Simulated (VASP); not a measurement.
```
BeS
1.0
    0.00000     2.39842     2.39842
    2.39842     0.00000     2.39842
    2.39842     2.39842     0.00000
Be S
1 1
Direct
  0.00000   0.00000   0.00000
  0.25000   0.25000   0.25000
```

These are LDA (Ceperley-Alder, Perdew-Zunger), VASP's LDA PAW potentials (set 64) (plane waves; VASP) values and carry that method's errors. Run with 400 eV cut-off, 10×10×10 Γ-centred mesh, Gaussian smearing of 0.010 eV, potentials Be S.

Question: Give the electronic dielectric tensor ε∞ (DFPT, local fields included).

Answer: 
```
5.44  0.00  0.00
0.00  5.44  0.00
0.00  0.00  5.44
```

Question: Give the Born effective charges.

Answer: 
```json
[
 {"atom": "Be1", "Z*xx": "1.55", "Z*yy": "1.55", "Z*zz": "1.55", "mean": "1.55"},
 {"atom": "S2", "Z*xx": "-1.55", "Z*yy": "-1.55", "Z*zz": "-1.55", "mean": "-1.55"}
]
```

Question: And the static tensor with the ions free?

Answer: 
```
7.18  0.00  0.00
0.00  7.18  0.00
0.00  0.00  7.18
```

Question: Which frequencies do the optical Γ-point modes have (no LO-TO splitting)?

Answer: 590 (×3) cm⁻¹.

The piezoelectric tensor e of the same run, ions relaxed (C/m²):

```tsv
	xx	yy	zz	yz	xz	xy
x	0.00	0.00	0.00	-0.13	0.00	0.00
y	0.00	0.00	0.00	0.00	-0.13	0.00
z	0.00	0.00	0.00	0.00	0.00	-0.13
```

The compound is BeS in the zinc blende structure. It was relaxed first.
